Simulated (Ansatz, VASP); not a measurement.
# Cross-check of TiTeSe between VASP and Ansatz, part 2 of 2

Aim: how closely do two programs agree when they are given the same cell, functional and k mesh? The cell is taken from a series of runs on this material, whose earlier steps may have relaxed, scaled, displaced or heated it; both programs get it as it stands.

VASP 6.6.1 and Ansatz 0.2.0.

So far: Starting point; VASP: zone-centre phonons, PBEsol.

### 3. Ansatz: zone-centre phonons, PBEsol

Level of this step: Ansatz beside VASP: Kohn-Sham DFT, plane waves, PBEsol (Ansatz).

Ansatz runs on its PAW soft_1 files.

The same cell, functional, mesh and smearing now go to Ansatz, which takes its cutoff from its data sets.

Contents of input.yaml:

```yaml
crystal:
  lattice:
    - [3.6057283933, 0.0, 0.0]
    - [-1.8028641967, 3.1226523878, 0.0]
    - [0.0, 0.0, 30.0]
  atoms:
    - { symbol: Ti, position: [0.0, 0.0, 0.3370315927] }
    - { symbol: Se, position: [0.3333333333, 0.6666666667, 0.3839161088] }
    - { symbol: Te, position: [0.6666666667, 0.3333333333, 0.2757189651] }
  periodic: [true, true, false]
kpoints:
  mp_grid: { grid: [15, 15, 1] }
hamiltonian:
  xc: pbesol
  pseudopotentials: { kind: paw, azcp: { folder: soft_1 }, xc_functional: pbe }
scf:
  occupations: { method: methfessel_paxton, width: 0.2 }
output:
  eigenvalues: true
phonons:
  method: dfpt
```

Run with:

```bash
ansatz run input.yaml --threads 4 --pin off --max-ram 16384MiB --backend cpu --events-out ev --progress --plain --runs-dir out
```

Numbers of over 12 decimals in the logs are rounded to 6 here.

Log:

```text
Engine: ansatz 0.2.0, aarch64-unknown-linux-gnu
Pseudopotentials: kind: paw
Pseudopotential: Ti, paw, valence charge 12, recommended cutoff 420 eV (normal), soft_1/Ti.paw.azcp
Pseudopotential: Se, paw, valence charge 16, recommended cutoff 420 eV (normal), soft_1/Se.paw.azcp
Pseudopotential: Te, paw, valence charge 16, recommended cutoff 420 eV (normal), soft_1/Te.paw.azcp
Functional definition: PBEsol
  exchange = pbesol_x
  correlation = pbesol_c
Crystal: 3 atoms, lattice volume = 337.783 Å³
Basis set: ecut = 420 eV, 6533 PW (Γ), exchange–correlation on 50×50×432 points (8 copies of the dense FFT grid, shifted against one another)
Bands: 27, of which v1, the nominal top of the filled ones, is band 22 counted from 1 (21 counted from 0)
Symmetry: 6 space group operations
k-points: 64 of 225 (irreducible under 2 space group operations, time reversal used)
Non-local potential: Ti, projectors of the file, l = 0: 3, l = 1: 2, l = 2: 3, l = 3: 1
Non-local potential: Se, projectors of the file, l = 0: 2, l = 1: 2, l = 2: 3, l = 3: 1
Non-local potential: Te, projectors of the file, l = 0: 2, l = 1: 2, l = 2: 2, l = 3: 1
PAW form: soft (Blöchl's): semilocal exchange-correlation on the pseudo side does not see the compensation charge
PAW frozen core: Ti, regenerated for the run's functional, and the local potential with it (the file was generated under x = pbe(κ = 0.804, μ = 0.219515), c = pbe(β = 0.066725))
PAW frozen core: Se, regenerated for the run's functional, and the local potential with it (the file was generated under x = pbe(κ = 0.804, μ = 0.219515), c = pbe(β = 0.066725))
PAW frozen core: Te, regenerated for the run's functional, and the local potential with it (the file was generated under x = pbe(κ = 0.804, μ = 0.219515), c = pbe(β = 0.066725))
PAW one-centre angular grid: Ti, 590 points (default); XC on 64 Gauss nodes
PAW one-centre angular grid: Se, 590 points (default); XC on 64 Gauss nodes
PAW one-centre angular grid: Te, 590 points (default); XC on 64 Gauss nodes
Initial density: superposition of atomic densities (neutral atoms: chi_scale 0, normalization atom)
Initial wavefunctions: pseudopotential atomic-orbital guess
Functional: x = pbesol(κ = 0.804, μ = 0.123457), c = pbesol(β = 0.046)
SCF iter   1: F=—  HF=-14802.926033 eV  |F-HF|=—  |Δ(HF+E_count)|=         —  Δρ=1.68e-2  dr2=2.06e0  ethr=3.10e-3  ⟨swp⟩=13.5  Hψ=11648  notcnv=0
preconditioner: auto → LDOS  [metal: Δε(μ)=0.074 eV  Ē_g=7.072 eV  σ=0.200 eV  W_gap=0.30  n_scr=18 (ndim 8)  ℏωp=8.1 eV  f_vac=0.754  D(μ)=1.28/eV (n_scr^D=6)  β→1.0]
SCF iter   2: F=—  HF=-14803.300567 eV  |F-HF|=—  |Δ(HF+E_count)|=   3.75e-1  S|Δr|=    0.00e0  Δρ=1.47e-2  dr2=6.00e0  ethr=3.10e-3  ⟨swp⟩=5.0  Hψ=4938  notcnv=0  recentre
SCF iter   3: F=—  HF=-14802.468529 eV  |F-HF|=—  |Δ(HF+E_count)|=   8.32e-1  S|Δr|=    0.00e0  Δρ=4.63e-3  dr2=3.42e-1  ethr=3.10e-3  ⟨swp⟩=4.3  Hψ=4351  notcnv=0
SCF iter   4: F=—  HF=-14802.435665 eV  |F-HF|=—  |Δ(HF+E_count)|=   3.29e-2  S|Δr|=    0.00e0  Δρ=2.05e-3  dr2=2.36e-2  ethr=7.76e-4  ⟨swp⟩=2.0  Hψ=2478  notcnv=0
SCF iter   5: F=—  HF=-14802.434223 eV  |F-HF|=—  |Δ(HF+E_count)|=   1.44e-3  S|Δr|=    0.00e0  Δρ=6.33e-4  dr2=1.71e-3  ethr=5.36e-5  ⟨swp⟩=3.2  Hψ=3334  notcnv=0
SCF iter   6: F=—  HF=-14802.434020 eV  |F-HF|=—  |Δ(HF+E_count)|=   2.03e-4  S|Δr|=    0.00e0  Δρ=2.58e-4  dr2=1.92e-4  ethr=3.88e-6  ⟨swp⟩=3.6  Hψ=3668  notcnv=0
SCF iter   7: F=—  HF=-14802.434067 eV  |F-HF|=—  |Δ(HF+E_count)|=   4.68e-5  S|Δr|=    0.00e0  Δρ=5.12e-5  dr2=1.19e-5  ethr=4.35e-7  ⟨swp⟩=3.1  Hψ=3022  notcnv=0
SCF iter   8: F=—  HF=-14802.434062 eV  |F-HF|=—  |Δ(HF+E_count)|=   4.84e-6  S|Δr|=    0.00e0  Δρ=1.53e-5  dr2=7.86e-7  ethr=2.70e-8  ⟨swp⟩=3.0  Hψ=2829  notcnv=0
SCF iter   9: F=—  HF=-14802.434121 eV  |F-HF|=—  |Δ(HF+E_count)|=   5.91e-5  S|Δr|=    0.00e0  Δρ=3.33e-6  dr2=5.37e-8  ethr=1.79e-9  ⟨swp⟩=2.8  Hψ=3381  notcnv=0
SCF iter  10: F=—  HF=-14802.434121 eV  |F-HF|=—  |Δ(HF+E_count)|=   2.53e-7  S|Δr|=    0.00e0  Δρ=1.12e-6  dr2=5.96e-9  ethr=1.22e-10  ⟨swp⟩=3.5  Hψ=3839  notcnv=0
SCF iter  11: F=—  HF=-14802.434121 eV  |F-HF|=—  |Δ(HF+E_count)|=   2.83e-8  S|Δr|=    0.00e0  Δρ=2.29e-7  dr2=1.05e-10  ethr=1.35e-11  ⟨swp⟩=3.4  Hψ=3637  notcnv=0
SCF iter  12: F=—  HF=-14802.434121 eV  |F-HF|=—  |Δ(HF+E_count)|=   3.01e-9  S|Δr|=    0.00e0  Δρ=5.75e-8  dr2=1.33e-11  ethr=1.00e-12  ⟨swp⟩=15.8  Hψ=13345  notcnv=0
SCF iter  13: F=-14802.434121 eV  HF=-14802.434121 eV  |F-HF|=7.46e-11  |Δ(HF+E_count)|=  4.75e-10  S|Δr|=    0.00e0  Δρ=2.26e-8  dr2=5.46e-12  ethr=1.00e-12  ⟨swp⟩=8.3  Hψ=8999  notcnv=0
SCF 1 converged in 13 iterations: F = -14802.434121 eV  dr2 = 5.46e-12
  greatest PAW one-centre occupation: 1.000 electrons in one spin orbital (limit 2), on the Se atom at site 1 (counted from 0), in its partial waves of l = 2
DFPT response loops at Γ: preconditioner auto → none (partly filled bands, converged f_vac=0.761); β = 0.50; Broyden in place of MSR1
SCF converged after 13 iterations
Stability not checked: this state was not tested for a lower state beside it, because cold or Methfessel-Paxton smearing, or corrected tetrahedra, fill the levels in a way that the test cannot read (fill_not_monotonic; see scf.lower_state_search)
Free energy (F): -14802.434121 eV
Harris-Foulkes:  -14802.434121 eV  (|F-HF|=7.46e-11)
Internal energy: -14802.434819 eV  (E = F + TS)
E sigma→0 (E₀):  -14802.434296 eV
Entropy (-TS):   0.000698 eV (0.233 meV/atom)
Fermi energy:    -4.917768 eV
Step filling:    the computed levels leave a gap of 0.0000 eV = 0.0 smearing widths at the electron count; against every level under it full and every level over it empty, smearing changes F+E_penalty+E_count by +1.130 meV and its σ→0 estimate by +0.955 meV
--- Per-component energies (eV) ---
  E_band       = -1453.177810
  E_kinetic    = 563.676705
  E_local      = -95465.970804  (includes V_loc(G=0)·N_el)
  E_nonlocal   = -222.692268
  E_hartree    = 47383.914131
  E_xc         = -321.579294
  E_vxc        = -337.484322  (∫ρ·V_xc dr)
  E_paw        = -7696.912493  (= ΣΔE_a)
  E_vpaw       = -758.535277  (= ΣTr[D̂ρ^β])
  E_aug_tail   = -0.000362  (compensation charges beyond the density's cutoff)
  E_ewald      = 40955.606918
  E_core_change = 1.522648  (= ΣΔE_core)
  E_smearing   = 0.000698  (= −TS)
  E_closure    = -0.000000  (closes the sum)
  Σ components = -14802.434121   (vs F -14802.434121, Δ=0.00e0)
--- Band table (eV; the first three rows and the last of 64) ---
  k-point 0: bands = [... 18 lower, -7.2095, -6.7190, -4.5733, -4.5733, -4.1404, -3.8905, -3.8905, -1.3644, ... 1 higher]
  k-point 1: bands = [... 18 lower, -7.2026, -6.5294, -4.8818, -4.7456, -4.3214, -3.7528, -3.7295, -1.7027, ... 1 higher]
  k-point 2: bands = [... 18 lower, -7.1885, -6.3207, -5.6952, -5.0499, -4.4349, -3.6165, -3.5589, -2.2466, ... 1 higher]
  k-point 63: bands = [... 18 lower, -7.8904, -7.8091, -7.0971, -6.6484, -4.2993, -3.7680, -3.4938, -2.6437, ... 1 higher]
--- Phonons (Γ-DFPT): 6 representative perturbations + reference, on 64 of 225 k-points (Σ response iterations 29) ---
  k mesh reduced under 2 symmetry operations, with k and −k counted as one. Each operation leaves every solved perturbation unchanged. A smaller set is not used because it would not reduce the number of displacements times k-points to solve
  ASR residual: 5.177e-5 → 0.000e0 eV/Å²; symmetrization residual: 1.805e-5 eV/Å²
  ASR residual per site (eV/Å²): 5.18e-5 2.44e-5 1.62e-5
  Γ frequencies (cm⁻¹): 0.00 0.00 0.00 104.81 104.81 158.80 196.90 196.90 310.13
  non-analytic LO–TO correction: not included (Born effective charges unavailable; polar crystals: no LO–TO splitting at Γ)
```

Reading the cycles: dr2 is the Hartree energy of the density residual (eV), the measure of convergence; HF is the Harris–Foulkes estimate of the energy, which meets the free energy F at convergence.

### 4. Comparison

Known differences besides the potentials themselves: Ansatz cuts the interaction across the vacuum, VASP repeats the sheet without a dipole correction; the data sets hold 44 valence electrons in Ansatz (on its PAW soft_1 files) and 24 in VASP; the cutoff is 420 eV in Ansatz and 500 eV in VASP; Ansatz makes its cores anew for this functional, VASP keeps those of its PBE data sets. Total energies have different zeros and are not compared.

The two programs side by side:

```tsv
quantity	Ansatz	VASP	difference
optical mode 1 to 2 (cm⁻¹)	104.8	105.1	-0.29 %
optical mode 3 (cm⁻¹)	158.8	158.9	-0.04 %
optical mode 4 to 5 (cm⁻¹)	196.9	198.2	-0.67 %
optical mode 6 (cm⁻¹)	310.1	311.1	-0.31 %
```

Modes are paired by rising frequency, not by their patterns, so a pair may set unlike modes beside each other; they are those without the splitting of longitudinal modes. Where the cell holds vacuum, a pressure given here is an average over it and none of the material.

### 5. Outcome

- r.m.s. difference of the optical zone-centre modes, each program's sorted by frequency (zone-centre phonons, PBEsol): 0.88 cm⁻¹
- difference in optical mode 4 to 5 (zone-centre phonons, PBEsol): -0.7 %

What this shows: The r.m.s. difference of the optical zone-centre modes, each program's sorted by frequency is 0.88 cm⁻¹ (zone-centre phonons, PBEsol). The data sets hold unlike numbers of valence electrons (44 in Ansatz and 24 in VASP), so part of the differences may come from the potentials. Among the rows given in per cent, the largest difference of the zone-centre phonons, PBEsol pair is in optical mode 4 to 5, -0.7 %. Such differences can come from data sets, numerical settings and the points named under the comparisons, not from the functional's error against experiment.

[Lines on the potential files, build, host, timing and source positions are cut from VASP's logs without a mark.]

[Logs are printed without paths, hosts, clocks, repeated set-up lines and the standing remarks that a program may print on its own settings, such as how far it seeks lower states.]

[Hosts, paths, dates, database ids (printed as entryN), source tags and the programs' standing remarks are cut or masked in the printed files.]
